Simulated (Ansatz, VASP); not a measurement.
## Ga3CuAs3Cl in two plane-wave programs

Wanted: the spread between two codes on one cell, functional and k mesh. The cell is generated by rule, not measured, and may not be a known phase. The cell is taken from a series of runs on this material, whose earlier steps may have relaxed, scaled, displaced or heated it; both programs get it as it stands.

Calculated with Ansatz 0.2.0; plane waves, with VASP 6.6.1 beside it; single point at PBEsol.

The structure was built from a prototype and need not be the compound's stable phase.

**1. The structure**

Symmetry: Pm, No. 6, monoclinic system. Conventional cell: a = 3.994 Å, b = 4.073 Å, c = 11.071 Å, α = 90.00°, β = 90.00°, γ = 90.00°. Nearest to As lie 4 Ga at 2.42 to 2.50 Å. Nearest to As lie 4 Ga at 2.43 to 2.50 Å. As has 2 Cu at 2.30 Å and 2 Ga at 2.43 Å nearest. Cl has 2 Ga at 2.44 Å and 2 Cu at 2.44 to 2.77 Å nearest. Cu has 2 As at 2.30 Å and 2 Cl at 2.44 to 2.77 Å nearest. Nearest to Ga lie 2 As at 2.42 Å and 2 Cl at 2.44 Å. Farther neighbours and most contacts between anions are not listed.

**2. Ansatz: single point, PBEsol, pair 1**

Ansatz runs on its default PAW (the set named soft_2) files.

A single point gives forces, pressure and levels at one fixed geometry, so differences don't come from the geometry; what else differs is listed under the comparison.

File input.yaml:

```yaml
crystal:
  lattice:
    - [2.8244914758, 2.8244914758, 0.0]
    - [-2.8797628627, 2.8797628627, 0.0]
    - [0.0, 0.0, 11.0712925074]
  atoms:
    - { symbol: As, position: [0.4969969196, 0.0, 0.1222399209] }
    - { symbol: As, position: [-0.0019183946, 0.5, 0.3778758987] }
    - { symbol: As, position: [0.4945014206, 0.0, 0.6327921183] }
    - { symbol: Cl, position: [-0.0195366932, 0.5, 0.8784198061] }
    - { symbol: Cu, position: [0.535048769, 0.5, 0.7279564264] }
    - { symbol: Ga, position: [-0.0034734195, 0.0, 0.9990370141] }
    - { symbol: Ga, position: [0.4978733908, 0.5, 0.2533311895] }
    - { symbol: Ga, position: [-0.0052134218, 0.0, 0.5083476258] }
kpoints:
  mp_grid: { grid: [12, 12, 4] }
hamiltonian:
  xc: pbesol
scf:
  occupations: { method: methfessel_paxton, width: 0.2 }
output:
  forces: true
  stress: true
  eigenvalues: true
```

Started as:

```console
$ ansatz run input.yaml --threads 8 --pin off --max-ram 14336MiB --backend cpu --events-out ev --progress --plain --runs-dir out
```

Numbers of over 12 decimals in the logs are rounded to 6 here.

What it wrote:

```text
Engine: ansatz 0.2.0, aarch64-unknown-linux-gnu
Pseudopotentials: kind: paw
Pseudopotential: As, paw, valence charge 15, recommended cutoff 420 eV (normal), As.paw.azcp
Pseudopotential: Cl, paw, valence charge 7, recommended cutoff 420 eV (normal), Cl.paw.azcp
Pseudopotential: Cu, paw, valence charge 19, recommended cutoff 420 eV (normal), Cu.paw.azcp
Pseudopotential: Ga, paw, valence charge 13, recommended cutoff 420 eV (normal), Ga.paw.azcp
Functional definition: PBEsol
  exchange = pbesol_x
  correlation = pbesol_c
Crystal: 8 atoms, lattice volume = 180.105 Å³
Basis set: ecut = 420 eV, 3521 PW (Γ), exchange–correlation on 54×60×150 points (8 copies of the dense FFT grid, shifted against one another)
Bands: 66, of which v1, the nominal top of the filled ones, is band 55 counted from 1 (54 counted from 0)
Symmetry: 2 space group operations
Space group: Pm (ITA 6), of the structure as read, at distance tolerance 5.6e-5 Å
k-points: 182 of 576 (time reversal used)
Non-local potential: As, projectors of the file, l = 0: 2, l = 1: 2, l = 2: 3, l = 3: 1
Non-local potential: Cl, projectors of the file, l = 0: 2, l = 1: 2, l = 2: 2
Non-local potential: Cu, projectors of the file, l = 0: 3, l = 1: 2, l = 2: 3, l = 3: 1
Non-local potential: Ga, projectors of the file, l = 0: 2, l = 1: 2, l = 2: 3, l = 3: 1
PAW form: soft (Blöchl's): semilocal exchange-correlation on the pseudo side does not see the compensation charge
PAW frozen core: As, regenerated for the run's functional, and the local potential with it (the file was generated under x = pbe(κ = 0.804, μ = 0.219515), c = pbe(β = 0.066725))
PAW frozen core: Cl, regenerated for the run's functional, and the local potential with it (the file was generated under x = pbe(κ = 0.804, μ = 0.219515), c = pbe(β = 0.066725))
PAW frozen core: Cu, regenerated for the run's functional, and the local potential with it (the file was generated under x = pbe(κ = 0.804, μ = 0.219515), c = pbe(β = 0.066725))
PAW frozen core: Ga, regenerated for the run's functional, and the local potential with it (the file was generated under x = pbe(κ = 0.804, μ = 0.219515), c = pbe(β = 0.066725))
PAW one-centre angular grid: As, 590 points (default); XC on 64 Gauss nodes
PAW one-centre angular grid: Cl, 110 points (default); XC on 64 Gauss nodes
PAW one-centre angular grid: Cu, 590 points (default); XC on 64 Gauss nodes
PAW one-centre angular grid: Ga, 590 points (default); XC on 64 Gauss nodes
Initial density: superposition of atomic densities (neutral atoms: chi_scale 0, normalization atom), corrected by the library's trained network
Initial wavefunctions: pseudopotential atomic-orbital guess
Functional: x = pbesol(κ = 0.804, μ = 0.123457), c = pbesol(β = 0.046)
SCF iter   1: F=—  HF=-33319.831272 eV  |F-HF|=—  |Δ(HF+E_count)|=         —  Δρ=7.27e-3  dr2=8.76e-2  ethr=1.77e-3  ⟨swp⟩=5.6  Hψ=39008  notcnv=0
preconditioner: auto → LDOS  [metal: Δε(μ)=0.018 eV  Ē_g=12.916 eV  σ=0.200 eV  W_gap=0.08  n_scr=56 (ndim 8)  ℏωp=23.5 eV  f_vac=0.097  D(μ)=1.71/eV (n_scr^D=4)  β→1.0]
SCF iter   2: F=—  HF=-33319.843589 eV  |F-HF|=—  |Δ(HF+E_count)|=   1.23e-2  S|Δr|=    0.00e0  Δρ=9.82e-3  dr2=1.03e-1  ethr=7.96e-5  ⟨swp⟩=2.0  Hψ=24491  notcnv=0  defer=203
SCF iter   3: F=—  HF=-33319.818230 eV  |F-HF|=—  |Δ(HF+E_count)|=   2.54e-2  S|Δr|=    0.00e0  Δρ=4.91e-3  dr2=2.96e-2  ethr=7.96e-5  ⟨swp⟩=2.0  Hψ=21592  notcnv=0  defer=203
SCF iter   4: F=—  HF=-33319.813278 eV  |F-HF|=—  |Δ(HF+E_count)|=   4.95e-3  S|Δr|=    0.00e0  Δρ=1.43e-3  dr2=2.93e-3  ethr=2.69e-5  ⟨swp⟩=2.0  Hψ=15479  notcnv=0
SCF iter   5: F=—  HF=-33319.812666 eV  |F-HF|=—  |Δ(HF+E_count)|=   6.12e-4  S|Δr|=    0.00e0  Δρ=3.89e-4  dr2=2.17e-4  ethr=2.66e-6  ⟨swp⟩=2.0  Hψ=17634  notcnv=0
SCF iter   6: F=—  HF=-33319.812629 eV  |F-HF|=—  |Δ(HF+E_count)|=   3.68e-5  S|Δr|=    0.00e0  Δρ=5.12e-5  dr2=4.32e-6  ethr=1.97e-7  ⟨swp⟩=2.0  Hψ=21115  notcnv=0
SCF iter   7: F=—  HF=-33319.812620 eV  |F-HF|=—  |Δ(HF+E_count)|=   9.10e-6  S|Δr|=    0.00e0  Δρ=2.51e-5  dr2=1.16e-6  ethr=3.92e-9  ⟨swp⟩=2.0  Hψ=17603  notcnv=0
SCF iter   8: F=-33319.812620 eV  HF=-33319.812620 eV  |F-HF|=3.71e-8  |Δ(HF+E_count)|=   9.24e-8  S|Δr|=    0.00e0  Δρ=7.20e-6  dr2=9.46e-8  ethr=9.09e-11  ⟨swp⟩=7.8  Hψ=58668  notcnv=0
SCF 1 converged in 8 iterations: F = -33319.812620 eV  dr2 = 9.46e-8
  greatest PAW one-centre occupation: 1.000 electrons in one spin orbital (limit 2), on the Cu atom at site 4 (counted from 0), in its partial waves of l = 0
SCF converged after 8 iterations
Stability not checked: this state was not tested for a lower state beside it, because cold or Methfessel-Paxton smearing, or corrected tetrahedra, fill the levels in a way that the test cannot read (fill_not_monotonic; see scf.lower_state_search)
Free energy (F): -33319.812620 eV
Harris-Foulkes:  -33319.812620 eV  (|F-HF|=3.71e-8)
Internal energy: -33319.810533 eV  (E = F + TS)
E sigma→0 (E₀):  -33319.812098 eV
Entropy (-TS):   -0.002086 eV (-0.261 meV/atom)
Fermi energy:    8.046433 eV
--- Per-component energies (eV) ---
  E_band       = -1513.398885
  E_kinetic    = 1117.069985
  E_local      = -18399.853793  (includes V_loc(G=0)·N_el)
  E_nonlocal   = -298.985938
  E_hartree    = 8856.076366
  E_xc         = -634.063111
  E_vxc        = -645.378201  (∫ρ·V_xc dr)
  E_paw        = -13501.532933  (= ΣΔE_a)
  E_vpaw       = -998.389465  (= ΣTr[D̂ρ^β])
  E_aug_tail   = 0.000032  (compensation charges beyond the density's cutoff)
  E_ewald      = -10464.293995
  E_core_change = 5.772854  (= ΣΔE_core)
  E_smearing   = -0.002086  (= −TS)
  E_closure    = 0.000000  (closes the sum)
  Σ components = -33319.812620   (vs F -33319.812620, Δ=0.00e0)
--- Forces (eV/Å), atoms counted from 1 ---
  atom   1  As    -0.00511867    -0.00511867     0.00140891
  atom   2  As    -0.00295279    -0.00295279    -0.00173577
  atom   3  As    -0.00252036    -0.00252036     0.02616736
  atom   4  Cl     0.00290017     0.00290017     0.01400265
  atom   5  Cu     0.02395619     0.02395619    -0.04506767
  atom   6  Ga    -0.00480346    -0.00480346     0.01048670
  atom   7  Ga    -0.00323666    -0.00323666     0.00119842
  atom   8  Ga    -0.00820606    -0.00820606    -0.00628647
  max |Σ_I F_I| component: 1.74e-4 eV/Å
--- Stress (GPa, compression-positive) ---
       -0.002567       0.089783      -0.075118
        0.089783      -0.002567      -0.075118
       -0.075118      -0.075118       0.068124
  P = ⅓ Tr σ = 0.0210 GPa (0.210 kbar)
--- Band table (eV; the first three rows and the last of 182) ---
  k-point 0: bands = [... 51 lower, 6.4103, 6.9891, 7.3681, 7.6248, 8.3016, 8.9028, 8.9509, 9.7455, ... 7 higher]
  k-point 1: bands = [... 51 lower, 6.4563, 6.6369, 7.3136, 8.0558, 8.2338, 8.8631, 8.9769, 9.7072, ... 7 higher]
  k-point 2: bands = [... 51 lower, 6.5035, 6.5192, 7.2325, 8.1662, 8.4003, 8.7824, 9.0399, 9.6821, ... 7 higher]
  k-point 181: bands = [... 51 lower, 5.8290, 5.9621, 6.1707, 6.2881, 9.0373, 9.2642, 10.1189, 10.2162, ... 7 higher]
```

In the SCF lines HF is the Harris–Foulkes energy and dr2 the Hartree energy of the density residual, in eV; the loop may stop once dr2 is under the threshold and the program's other checks hold. Hψ counts applications of the Hamiltonian.

The run ends at a pressure of 0.02 GPa, with forces up to 0.056 eV/Å.

**3. VASP: single point, PBEsol, pair 1**

The same cell, functional, mesh and smearing now go to VASP, with its own data sets.

Lines of VASP's logs that name or quote its potential files are left out, and so is its time.

File INCAR:

```
SYSTEM = Ga3CuAs3Cl
PREC = Accurate
ENCUT = 600
EDIFF = 1E-06
NELM = 120
ISMEAR = 1
SIGMA = 0.2
LREAL = .FALSE.
ALGO = Normal
GGA = PS
NBANDS = 44
LASPH = .TRUE.
LORBIT = 11
LWAVE = .FALSE.
LCHARG = .FALSE.
ISIF = 2
GGA_COMPAT = .FALSE.
KPAR = 2
```

File POSCAR:

```
Ga3CuAs3Cl
1.0
    2.8244914758      2.8244914758      0.0000000000
   -2.8797628627      2.8797628627      0.0000000000
    0.0000000000      0.0000000000     11.0712925074
As Cl Cu Ga
3 1 1 3
Direct
    0.4969969196      0.0000000000      0.1222399209
    0.9980816054      0.5000000000      0.3778758987
    0.4945014206      0.0000000000      0.6327921183
    0.9804633068      0.5000000000      0.8784198061
    0.5350487690      0.5000000000      0.7279564264
    0.9965265805      0.0000000000      0.9990370141
    0.4978733908      0.5000000000      0.2533311895
    0.9947865782      0.0000000000      0.5083476258
```

File KPOINTS:

```
Automatic mesh
0
Gamma
12 12 4
0 0 0
```

The projector-augmented-wave data sets are As, Cl, Cu and Ga_d (PBE family, release 64).

Started as:

```console
$ mpirun -np 2 vasp_std
```

What it wrote:

```text
[banner, memory and clock lines left out]
running    2 mpi-ranks, on    1 nodes
 distrk:  each k-point on    1 cores,    2 groups
 distr:  one band on    1 cores,    1 groups

 POSCAR found type information on POSCAR AsClCuGa
 POSCAR found :  4 types and       8 ions
|                                                                             |
|               ----> ADVICE to this user running VASP <----                  |
|                                                                             |
|     You enforced a specific xc type in the INCAR file but a different       |
|     [... a line on the potential file left out ...]
|     I HOPE YOU KNOW WHAT YOU ARE DOING!                                     |
|                                                                             |

 LDA part: xc-table for (Slater+PW92), standard interpolation
 POSCAR, INCAR and KPOINTS ok, starting setup
 FFT: planning ... GRIDC
 FFT: planning ... GRID_SOFT
 FFT: planning ... GRID
 WAVECAR not read
 entering main loop
       N       E                     dE             d eps       ncg     rms          rms(c)
DAV:   1     0.707880205805E+03    0.70788E+03   -0.34911E+04 16964   0.246E+03
DAV:   2     0.975743476734E+02   -0.61031E+03   -0.59256E+03 16408   0.624E+02
DAV:   3    -0.245755538457E+02   -0.12215E+03   -0.11810E+03 19192   0.209E+02
DAV:   4    -0.348646670349E+02   -0.10289E+02   -0.10119E+02 22248   0.578E+01
DAV:   5    -0.352410150565E+02   -0.37635E+00   -0.37465E+00 22280   0.111E+01    0.127E+01
DAV:   6    -0.353056875237E+02   -0.64672E-01   -0.45765E+01 19736   0.772E+01    0.904E+00
DAV:   7    -0.331514635875E+02    0.21542E+01   -0.94020E+00 20596   0.670E+01    0.501E+00
DAV:   8    -0.335456578121E+02   -0.39419E+00   -0.52685E+00 23584   0.257E+01    0.609E+00
DAV:   9    -0.335505532393E+02   -0.48954E-02   -0.91987E+00 21616   0.364E+01    0.349E+00
DAV:  10    -0.332685510980E+02    0.28200E+00   -0.89775E-01 21708   0.199E+01    0.127E+00
DAV:  11    -0.332522241055E+02    0.16327E-01   -0.20608E-01 23848   0.473E+00    0.435E-01
DAV:  12    -0.332510418817E+02    0.11822E-02   -0.32837E-02 23932   0.183E+00    0.129E-01
DAV:  13    -0.332512088740E+02   -0.16699E-03   -0.26423E-03 21932   0.477E-01    0.861E-02
DAV:  14    -0.332511328080E+02    0.76066E-04   -0.80343E-04 19504   0.461E-01    0.250E-02
DAV:  15    -0.332511389559E+02   -0.61479E-05   -0.11092E-04 20164   0.555E-02    0.244E-02
DAV:  16    -0.332511312950E+02    0.76609E-05   -0.50433E-05 18856   0.130E-01    0.504E-03
DAV:  17    -0.332511331003E+02   -0.18053E-05   -0.14353E-05 15248   0.157E-02    0.600E-03
DAV:  18    -0.332511326984E+02    0.40193E-06   -0.58062E-07 10248   0.878E-03
   1 F= -.33251133E+02 E0= -.33250426E+02  d E =-.212017E-02
```

Parts of OUTCAR (step 3):

```text
ion  position               nearest neighbor table
   1  0.497  0.000  0.122-   6 2.42   6 2.42   7 2.50   7 2.50
   2  0.998  0.500  0.378-   7 2.43   7 2.43   8 2.50   8 2.50
   3  0.495  0.000  0.633-   5 2.30   5 2.30   8 2.43   8 2.43
   4  0.980  0.500  0.878-   6 2.44   6 2.44   5 2.44
   5  0.535  0.500  0.728-   3 2.30   3 2.30   4 2.44
   6  0.997  0.000  0.999-   1 2.42   1 2.42   4 2.44   4 2.44
   7  0.498  0.500  0.253-   2 2.43   2 2.43   1 2.50   1 2.50
   8  0.995  0.000  0.508-   3 2.43   3 2.43   2 2.50   2 2.50

  LATTYP: Found a simple orthorhombic cell.
 ALAT       =     3.9944341519
 B/A-ratio  =     1.0195686152
 C/A-ratio  =     2.7716798141

 Subroutine GETGRP returns: Found  2 space group operations
 (whereof  2 operations were pure point group operations)

The static configuration has the point symmetry C_1h.

 Found    182 irreducible k-points:

   k-points           NKPTS =    182   k-points in BZ     NKDIM =    182   number of bands    NBANDS=     44

   dimension x,y,z NGX =    32 NGY =   36 NGZ =   90
   dimension x,y,z NGXF=    64 NGYF=   72 NGZF=  180

   ENCUT  =  600.0 eV  44.10 Ry    6.64 a.u.   7.98  8.13 22.11*2*pi/ulx,y,z

   NELECT =      72.0000    total number of electrons

 k-points in reciprocal lattice and weights: Automatic mesh
   0.00000000  0.00000000  0.00000000       0.002
   0.08333333  0.00000000  0.00000000       0.003
   0.16666667  0.00000000  0.00000000       0.003
   0.25000000  0.00000000  0.00000000       0.003
   0.33333333  0.00000000  0.00000000       0.003
   0.41666667  0.00000000  0.00000000       0.003
   0.50000000  0.00000000  0.00000000       0.002
   0.00000000  0.08333333  0.00000000       0.003
   0.08333333  0.08333333  0.00000000       0.007
[...]
0.41666667  0.50000000  0.50000000       0.003
   0.50000000  0.50000000  0.50000000       0.002

 average (electrostatic) potential at core
       1 -50.9316       2 -50.3585       3 -49.7768       4 -93.9145       5 -66.4687
       6 -67.2547       7 -66.6102       8 -65.9950

 E-fermi :   4.0834

 k-point     1 :       0.0000    0.0000    0.0000
  band No.  band energies     occupation
    ...
     32       2.2039      2.00000
     33       2.4437      2.00000
     34       3.0249      2.00000
     35       3.4036      2.00002
     36       3.6600      2.01077
     37       4.3385     -0.07017
     38       4.9393     -0.00000
     39       4.9832     -0.00000
     40       5.7805     -0.00000
     41       6.0809     -0.00000
    ...

 k-point     2 :       0.0833    0.0000    0.0000
  band No.  band energies     occupation
    ...
     32       2.1167      2.00000
     33       2.4653      2.00000
     34       2.6617      2.00000
     35       3.3348      2.00000
     36       3.9575      1.86555
     37       4.3444     -0.06913
     38       5.0697     -0.00000
     39       5.4194     -0.00000
     40       5.8640     -0.00000
     41       6.3715     -0.00000
    ...

 k-point     3 :       0.1667    0.0000    0.0000
  band No.  band energies     occupation
    ...
     32       2.0793      2.00000
     33       2.3607      2.00000
     34       2.5223      2.00000
     35       3.2503      2.00000
     36       4.1262      0.64659
     37       4.3594     -0.06496
     38       5.2183     -0.00000
     39       5.8156     -0.00000
     40       6.4898     -0.00000
     41       7.1172     -0.00000
    ...

  Total        0.1430781      0.1430781      0.2073410      0.0901838     -0.0684023     -0.0684024
  in kB        1.2727947      1.2727947      1.8444649      0.8022572     -0.6084933     -0.6084944
  external PRESSURE =       1.4633514 kB  Pullay stress =       0.0000000 kB

  energy-cutoff  :      600.00
  volume of cell :      180.10
      direct lattice vectors                 reciprocal lattice vectors
     2.824491476  2.824491476  0.000000000     0.177023016  0.177023016  0.000000000
    -2.879762863  2.879762863  0.000000000    -0.173625407  0.173625407  0.000000000
     0.000000000  0.000000000 11.071292507     0.000000000  0.000000000  0.090323691

 POSITION                                       TOTAL-FORCE (eV/Angst)
 -----------------------------------------------------------------------------------
      1.40376      1.40376      1.35335        -0.005028     -0.005028      0.003926
      1.37919      4.25895      4.18357        -0.002955     -0.002955      0.001505
      1.39672      1.39672      7.00583        -0.005710     -0.005710      0.012467
      1.32943      4.20919      9.72524         0.011327      0.011327      0.023838
      0.07136      2.95112      8.05942         0.017822      0.017822     -0.034362
      2.81468      2.81468     11.06063        -0.004846     -0.004846      0.003422
     -0.03364      2.84612      2.80470        -0.003168     -0.003168     -0.002457
      2.80977      2.80977      5.62807        -0.007441     -0.007441     -0.008338
 -----------------------------------------------------------------------------------
    total drift:                               -0.000621     -0.000621     -0.001923

  FREE ENERGIE OF THE ION-ELECTRON SYSTEM (eV)
  ---------------------------------------------------
  free  energy   TOTEN  =       -33.2511326984 eV

  energy  without entropy=      -33.2490125306  energy(sigma->0) =      -33.25042598

 total charge
# of ion       s       p       d       tot
------------------------------------------
    1        1.225   1.567   0.031   2.823
    2        1.224   1.562   0.031   2.816
    3        1.210   1.576   0.045   2.831
    4        1.609   3.430   0.000   5.039
    5        0.438   0.284   9.253   9.975
    6        0.945   0.642  10.001  11.587
    7        0.897   0.775   9.990  11.663
    8        0.896   0.776   9.992  11.663
--------------------------------------------------
tot          8.444  10.611  39.342  58.397

[... 3 further parts left out ...]
```

This run has no spin polarisation, so a moment on Cu, if there is one, isn't seen.

**4. Side by side**

Known differences besides the potentials themselves: the data sets hold 110 valence electrons in Ansatz (on its default PAW (the set named soft_2) files) and 72 in VASP; the cutoff is 420 eV in Ansatz and 600 eV in VASP; Ansatz makes its cores anew for this functional, VASP keeps those of its PBE data sets. Total energies have different zeros and are not compared.

Compared:

```
      quantity  Ansatz  VASP  difference
pressure (GPa)    0.02  0.15       -0.13
```

At this near-relaxed geometry the largest component of a force difference is 14 meV/Å.

[end of part 1 of 2]

[Lines on the potential files, build, host, timing and source positions are cut from VASP's logs without a mark.]

[Logs are printed without paths, hosts, clocks, repeated set-up lines and the standing remarks that a program may print on its own settings, such as how far it seeks lower states.]

[Hosts, paths, dates, database ids (printed as entryN), source tags and the programs' standing remarks are cut or masked in the printed files.]
